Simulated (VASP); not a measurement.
Given:

```yaml
crystal:
  lattice:
    - [0.00000, 2.32000, 2.32000]
    - [2.32000, 0.00000, 2.32000]
    - [2.32000, 2.32000, 0.00000]
  atoms:
    - { symbol: Hf, position: [0.00000, 0.00000, 0.00000] }
    - { symbol: C, position: [0.50000, 0.50000, 0.50000] }
```
Cell charge +0.02.

The numbers are results of PBE GGA, VASP's PBE PAW potentials (set 64) (plane waves; VASP), not measurements. Run with NELECT = 13.98, 520 eV cut-off, 12×12×12 Γ-centred mesh, Gaussian smearing of 0.050 eV, potentials Hf_pv C.

The cell is charged, with a uniform compensating background. Unless said otherwise, spin-orbit coupling is left out, though it shifts the bands of the heavy elements here.

Task: What does the run give for the energy per atom (σ→0), band gap (on the k-mesh) with the smallest direct gap where there is one?

Result: 
| Property | Value |
|---|---|
| band gap (on the k-mesh) | none (metal, semimetal or under 0.01 eV) |
| energy per atom (σ→0) | -10.583 eV/atom |

The absolute energy has meaning only against runs of the same code, potentials and settings.

The compound is HfC in the rock salt structure. The cell was not relaxed at this level. The run is one of a series of settings (ISMEAR = 0, NELECT = 13.98, SIGMA = 0.05 against the base run), some of them coarse on purpose.
